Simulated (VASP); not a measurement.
# HfHgF (P-6m2) in VASP: equation of state, part 2 of 2

VASP 6.6.1. Earlier steps stand in the parts before.

## 4. Equation of state, PBE, 20.02 Å³/atom (volume scaled by 0.98)

File INCAR:

```
SYSTEM = HfHgF
PREC     = Accurate       ! precision mode
ENCUT    = 520            ! plane-wave cutoff, eV
EDIFF    = 1E-7           ! SCF threshold, eV
ISMEAR   = -1             ! smearing method
SIGMA    = 0.05           ! smearing width, eV
LREAL    = .False.        ! projectors in reciprocal space
LASPH    = .True.         ! aspherical terms in the spheres
NELM     = 80             ! most SCF steps
ALGO     = Normal         ! electronic algorithm
ISIF     = 2              ! what is computed and relaxed
LWAVE    = .False.        ! write WAVECAR
LCHARG   = .False.        ! write CHGCAR
GGA      = PE             ! functional
NBANDS   = 22             ! bands
```

File KPOINTS:

```
Automatic mesh
0
Gamma
  7 7 9
  0 0 0
```

File POSCAR:

```
HfHgF
1.0
    4.7902921791      0.0000000000      0.0000000000
   -2.3951460896      4.1485086856      0.0000000000
    0.0000000000      0.0000000000      3.0215534788
Hf Hg F
1 1 1
Direct
    0.6666700000      0.3333300000      0.5000000000
    0.3333300000      0.6666700000      0.5000000000
    0.0000000000      0.0000000000      0.0000000000
```

Potentials or basis: VASP PAW PBE potentials, release 64 (Hf_pv, Hg, F).

Started as:

```bash
cat potpaw_PBE.64/Hf_pv/POTCAR potpaw_PBE.64/Hg/POTCAR potpaw_PBE.64/F/POTCAR > POTCAR
mpirun -np 1 vasp_std > vasp.out
```

OUTCAR:

```text
SYSTEM = HfHgF
   PREC = Accurate
   ENCUT = 520
   EDIFF = 1E-7
   ISMEAR = -1
   LREAL = .False.
   LASPH = .True.
   NELM = 80
   ISIF = 2
   GGA = PE

 Found     80 irreducible k-points:

 Following reciprocal coordinates:
            Coordinates               Weight
  0.000000  0.000000  0.000000      1.000000
  0.142857  0.000000  0.000000      4.000000
 -0.142857  0.142857  0.000000      2.000000
  0.285714 -0.000000  0.000000      4.000000
 -0.285714  0.285714  0.000000      2.000000
  0.428571 -0.000000  0.000000      4.000000
   k-points           NKPTS =     80   k-points in BZ     NKDIM =     80   number of bands    NBANDS=     22
   number of dos      NEDOS =    301   number of ions     NIONS =      3
   total plane-waves  NPLWV =  31104
   dimension x,y,z NGX =    36 NGY =   36 NGZ =   24
   dimension x,y,z NGXF=    72 NGYF=   72 NGZF=   48
   ions per type =               1   1   1
   NGX,Y,Z   is equivalent  to a cutoff of  12.49, 12.49, 13.20 a.u.
   NGXF,Y,Z  is equivalent  to a cutoff of  24.99, 24.99, 26.41 a.u.
 SYSTEM =  HfHgF
   PREC   = accura    normal or accurate (medium, high low for compatibility)
   ISTART =      0    job   : 0-new  1-cont  2-samecut
   ICHARG =      2    charge: 1-file 2-atom 10-const
   ISPIN  =      1    spin polarized calculation?
   LNONCOLLINEAR =      F non collinear calculations
   LSORBIT =      F    spin-orbit coupling
   LASPH  =      T    aspherical Exc in radial PAW
   ENCUT  =  520.0 eV  38.22 Ry    6.18 a.u.   8.91  8.91  5.62*2*pi/ulx,y,z
   NELM   =     80;   NELMIN=  2; NELMDL= -5     # of ELM steps
   EDIFF  = 0.1E-06   stopping-criterion for ELM
   LREAL  =      F    real-space projection
   EDIFFG = 0.1E-05   stopping-criterion for IOM
   NSW    =      0    number of steps for IOM
   IBRION =     -1    ionic relax: 0-MD 1-quasi-New 2-CG
   NFREE  =      0    steps in history (QN), initial steepest desc. (CG)
   ISIF   =      2    stress and relaxation
   ISYM   =      2    0-nonsym 1-usesym 2-fastsym
   POTIM  = 0.5000    time-step for ionic-motion
   TEBEG  =    0.0;   TEEND  =   0.0 temperature during run
   PSTRESS=    0.0 pullay stress
   NELECT =      29.0000    total number of electrons
   NUPDOWN=      -1.0000    fix difference up-down
   EMIN   =  10.00;   EMAX   =-10.00  energy-range for DOS
   EFERMI =   0.00;   METHOD = LEGACY
   ISMEAR =    -1;   SIGMA  =   0.05  broadening in eV -4-tet -1-fermi 0-gaus
   EFERMI_NEDOS =   21; number of points for ismear=-14 and -15
   IALGO  =     38    algorithm
   IMIX   =      4    mixing-type and parameters
     AMIX     =   0.40;   BMIX     =  1.00
     AMIX_MAG =   1.60;   BMIX_MAG =  1.00
  volume/ion in A,a.u.               =      20.02       135.07
  Fermi-wavevector in a.u.,A,eV,Ry     =   1.284437  2.427234 22.446590  1.649778
  Thomas-Fermi vector in A             =   2.416631
   LORBIT       =      0    0 simple, 1 ext, 2 COOP (PROOUT), +10 PAW based schemes
   GGA     = PE    functional components
   LHFCALC =     F    Hartree Fock is set to
   AEXX    =    0.0000 exact exchange contribution
   IVDW    =     0    specifies the selected vdW correction
   LEPSILON=     F    determine dielectric tensor
   LRPA    =     F    only Hartree local field effects (RPA)
 non-spin polarized calculation
  energy-cutoff  :      520.00
  volume of cell :       60.05
 maximum number of plane-waves:      1631
   NGX = 17   NGY = 17   NGZ = 11

 number of electron      29.0000008 magnetization

 Free energy of the ion-electron system (eV)
  ---------------------------------------------------
  ext. energy  EPLUGINS =         0.00000000
  ---------------------------------------------------
  free energy    TOTEN  =       -12.32240567 eV

  energy without entropy =      -12.29492328  energy(sigma->0) =      -12.30866447

 E-fermi :   3.1375     XC(G=0): -10.4621

 val. band max:        3.1306300538   @ k =   0.1429   0.1429   0.0000
 cond. band min:       3.1463430441   @ k =  -0.1429   0.2857   0.3333
 fundamental gap:      0.0157129902
 Fermi energy:         3.1375041534

 k-point     1 :       0.0000    0.0000    0.0000
  band No.  band energies     occupation
      1     -28.9271      2.00000
      2     -28.9271      2.00000
      3     -28.3450      2.00000
      4     -19.1956      2.00000
      5      -5.2571      2.00000
      6      -4.7704      2.00000
[... 14 lines left out ...]
     21       8.5349      0.00000
     22      13.4650      0.00000
[... 102 lines left out ...]
  band No.  band energies     occupation
      1     -28.9345      2.00000
      2     -28.9259      2.00000
      3     -28.3451      2.00000
      4     -19.1813      2.00000
      5      -5.2406      2.00000
      6      -5.0179      2.00000
[... 14 lines left out ...]
     21      10.8136      0.00000
     22      13.8913      0.00000

 [... further k-points ...]

------------------------ aborting loop because EDIFF is reached ----------------------------------------

  FORCE on cell =-STRESS in cart. coord.  units (eV):
  Direction    XX          YY          ZZ          XY          YZ          ZX
  --------------------------------------------------------------------------------------
  -------------------------------------------------------------------------------------
  Total        0.4969897      0.4976611      0.3065545      0.0005827      0.0000000      0.0000000
  in kB       13.2609213     13.2788365      8.1796366      0.0155485      0.0000000      0.0000000
  external PRESSURE =      11.5731315 kB  Pullay stress =       0.0000000 kB

 VOLUME and BASIS-vectors are now :
 -----------------------------------------------------------------------------
  energy-cutoff  :      520.00
  volume of cell :       60.05
      direct lattice vectors                 reciprocal lattice vectors
     4.790292179  0.000000000  0.000000000     0.208755534  0.120525239  0.000000000
    -2.395146090  4.148508686  0.000000000     0.000000000  0.241050478  0.000000000
     0.000000000  0.000000000  3.021553479     0.000000000  0.000000000  0.330955585

 POSITION                                       TOTAL-FORCE (eV/Angst)
 -----------------------------------------------------------------------------------
      2.39517      1.38282      1.51078        -0.000304      0.000175      0.000000
     -0.00002      2.76569      1.51078         0.000368     -0.000212      0.000000
      0.00000      0.00000      0.00000        -0.000064      0.000037      0.000000
 -----------------------------------------------------------------------------------
    total drift:                               -0.000019     -0.000035      0.000000

  FREE ENERGIE OF THE ION-ELECTRON SYSTEM (eV)
  ---------------------------------------------------
  free  energy   TOTEN  =       -12.3224056653 eV

  energy  without entropy=      -12.2949232752  energy(sigma->0) =      -12.30866447
```

OSZICAR:

```text
N       E                     dE             d eps       ncg     rms          rms(c)
DAV:   1     0.168525128434E+03    0.16853E+03   -0.14652E+04  3520   0.123E+03
DAV:   2    -0.765989322493E+01   -0.17619E+03   -0.16700E+03  4138   0.322E+02
DAV:   3    -0.145541661615E+02   -0.68943E+01   -0.68360E+01  4192   0.572E+01
DAV:   4    -0.145963296086E+02   -0.42163E-01   -0.42146E-01  3928   0.482E+00
DAV:   5    -0.145967365429E+02   -0.40693E-03   -0.40693E-03  4258   0.442E-01    0.264E+01
DAV:   6    -0.124977871174E+02    0.20989E+01   -0.64190E+00  4922   0.288E+01    0.180E+01
DAV:   7    -0.123862601788E+02    0.11153E+00   -0.14964E+00  4084   0.800E+00    0.925E+00
DAV:   8    -0.123273206624E+02    0.58940E-01   -0.31062E-01  3878   0.318E+00    0.122E+00
DAV:   9    -0.123230939320E+02    0.42267E-02   -0.38256E-02  4258   0.120E+00    0.511E-01
DAV:  10    -0.123224968549E+02    0.59708E-03   -0.77740E-03  3946   0.546E-01    0.139E-01
DAV:  11    -0.123224091046E+02    0.87750E-04   -0.11149E-03  4288   0.178E-01    0.731E-02
DAV:  12    -0.123224112897E+02   -0.21851E-05   -0.30604E-04  4144   0.955E-02    0.359E-02
DAV:  13    -0.123224062892E+02    0.50005E-05   -0.80315E-05  4054   0.479E-02    0.127E-02
DAV:  14    -0.123224056975E+02    0.59170E-06   -0.35809E-06  3742   0.103E-02    0.406E-03
DAV:  15    -0.123224057222E+02   -0.24674E-07   -0.22829E-06  3898   0.766E-03    0.554E-03
DAV:  16    -0.123224056653E+02    0.56881E-07   -0.77512E-07  3412   0.456E-03
   1 F= -.12322406E+02 E0= -.12308664E+02  d E =-.274824E-01
```

stdout:

```text
POSCAR found type information on POSCAR HfHgF
 POSCAR found :  3 types and       3 ions
 scaLAPACK will be used
 LDA part: xc-table for (Slater+PW92), standard interpolation
 POSCAR, INCAR and KPOINTS ok, starting setup
 FFT: planning ... GRIDC
 FFT: planning ... GRID_SOFT
 FFT: planning ... GRID
 WAVECAR not read
 entering main loop
```

It took 77 s on 1 thread of Intel Xeon 6975P-C (Granite Rapids), shared host; peak memory 0.26 GiB.

Results:

* Free energy: -12.3224 eV
* Pressure: 1.2 GPa
* Band gap on the k mesh: none (metal or under the smearing width)

Caveat: an odd number of electrons without spin polarisation forces a metal; a magnetic or distorted state may lie lower.

## 5. Equation of state, PBE, 20.83 Å³/atom (volume scaled by 1.02)

File INCAR:

```
SYSTEM = HfHgF
PREC = Accurate
ENCUT = 520
EDIFF = 1E-7
ISMEAR = -1
SIGMA = 0.05
LREAL = .FALSE.
LASPH = .TRUE.
NELM = 60
ALGO = Normal
ISIF = 2
LWAVE = .FALSE.
LCHARG = .FALSE.
GGA = PE
NBANDS = 22
```

File KPOINTS:

```
regular mesh
0
G
  7 7 9
  0 0 0
```

File POSCAR:

```
HfHgF
1.0
    4.8545990765      0.0000000000      0.0000000000
   -2.4272995382      4.2042000114      0.0000000000
    0.0000000000      0.0000000000      3.0621160838
Hf Hg F
1 1 1
Direct
    0.6666700000      0.3333300000      0.5000000000
    0.3333300000      0.6666700000      0.5000000000
    0.0000000000      0.0000000000      0.0000000000
```

Started as:

```bash
cat potpaw_PBE.64/Hf_pv/POTCAR potpaw_PBE.64/Hg/POTCAR potpaw_PBE.64/F/POTCAR > POTCAR
mpirun -np 1 vasp_std > vasp.out
```

Wall time 76 s (1 thread of Intel Xeon 6975P-C (Granite Rapids), shared host); peak memory 0.26 GiB.

Results (log left out):

```yaml
Free_energy: -12.3209 eV
Pressure: -1.6 GPa
Band_gap_on_the_k_mesh: none (metal or under the smearing width)
```

Caveat: an odd number of electrons without spin polarisation forces a metal; a magnetic or distorted state may lie lower.

## 6. Equation of state, PBE, 21.24 Å³/atom (volume scaled by 1.04)

File INCAR:

```
ALGO     = Normal         # electronic algorithm
EDIFF    = 1E-7           # SCF threshold, eV
ENCUT    = 520            # plane-wave cutoff, eV
GGA      = PE             # functional
ISIF     = 2              # what is computed and relaxed
ISMEAR   = -1             # smearing method
LASPH    = T              # aspherical terms in the spheres
LCHARG   = F              # write CHGCAR
LREAL    = F              # projectors in reciprocal space
LWAVE    = F              # write WAVECAR
NBANDS   = 22             # bands
NELM     = 80             # most SCF steps
PREC     = Accurate       # precision mode
SIGMA    = 0.05           # smearing width, eV
```

File KPOINTS:

```
k-points
0
Gamma
  7 7 9
```

File POSCAR:

```
HfHgF
1.0
    4.8861233304      0.0000000000      0.0000000000
   -2.4430616652      4.2315007764      0.0000000000
    0.0000000000      0.0000000000      3.0820005116
Hf Hg F
1 1 1
Direct
    0.6666700000      0.3333300000      0.5000000000
    0.3333300000      0.6666700000      0.5000000000
    0.0000000000      0.0000000000      0.0000000000
```

Potentials or basis: VASP PAW PBE potentials, release 64 (Hf_pv, Hg, F).

Started as:

```bash
cat potpaw_PBE.64/Hf_pv/POTCAR potpaw_PBE.64/Hg/POTCAR potpaw_PBE.64/F/POTCAR > POTCAR
mpirun -np 1 vasp_std > vasp.out
```

It took 85 s on 1 thread of Intel Xeon 6975P-C (Granite Rapids), shared host; peak memory 0.27 GiB.

It converged, with:

| Quantity | Value |
| --- | --- |
| Free energy | -12.3058 eV |
| Pressure | -2.7 GPa |
| Band gap on the k mesh | none (metal or under the smearing width) |

Caveat: an odd number of electrons without spin polarisation forces a metal; a magnetic or distorted state may lie lower.

## 7. Equation of state, PBE, 21.65 Å³/atom (volume scaled by 1.06)

File INCAR:

```
SYSTEM = HfHgF
ALGO = Normal
EDIFF = 1E-7
ENCUT = 520
GGA = PE
ISIF = 2
ISMEAR = -1
LASPH = .TRUE.
LCHARG = .FALSE.
LREAL = .FALSE.
LWAVE = .FALSE.
NBANDS = 22
NELM = 100
PREC = Accurate
SIGMA = 0.05
```

File KPOINTS:

```
k-points
0
G
  7 7 9
  0 0 0
```

File POSCAR:

```
HfHgF
1.0
    4.9172459742      0.0000000000      0.0000000000
   -2.4586229871      4.2584537374      0.0000000000
    0.0000000000      0.0000000000      3.1016316174
Hf Hg F
1 1 1
Direct
    0.6666700000      0.3333300000      0.5000000000
    0.3333300000      0.6666700000      0.5000000000
    0.0000000000      0.0000000000      0.0000000000
```

Started as:

```bash
cat potpaw_PBE.64/Hf_pv/POTCAR potpaw_PBE.64/Hg/POTCAR potpaw_PBE.64/F/POTCAR > POTCAR
mpirun -np 1 vasp_std > vasp.out
```

Wall time 2 min (1 thread of Intel Xeon 6975P-C (Granite Rapids), shared host); peak memory 0.27 GiB.

It converged, with:

| Quantity | Value |
| --- | --- |
| Free energy | -12.2825 eV |
| Pressure | -3.7 GPa |
| Band gap on the k mesh | none (metal or under the smearing width) |

Caveat: an odd number of electrons without spin polarisation forces a metal; a magnetic or distorted state may lie lower.

## 8. Equation of state, PBE

Potentials or basis: VASP PAW PBE potentials, release 64 (Hf_pv, Hg, F).

No new run: the results of the series are fitted here.

Results:

* Equilibrium volume: 20.39 Å³/atom
* Bulk modulus at fixed shape and positions: 68 GPa
* Pressure derivative of the bulk modulus: 4.9

Energy against volume, from the lowest point:
```tsv
volume (Å³/atom)	energy (meV/atom)
19.198	16.57
19.607	6.84
20.015	1.47
20.424	0.00
20.832	1.97
21.241	7.01
21.649	14.77
```

Caveat: the cell was scaled at fixed shape and fractional positions, which overstates the stiffness of a crystal with free parameters, most of all of layers and chains. Spin-orbit coupling is left out, which matters for the levels of Hf, Hg.
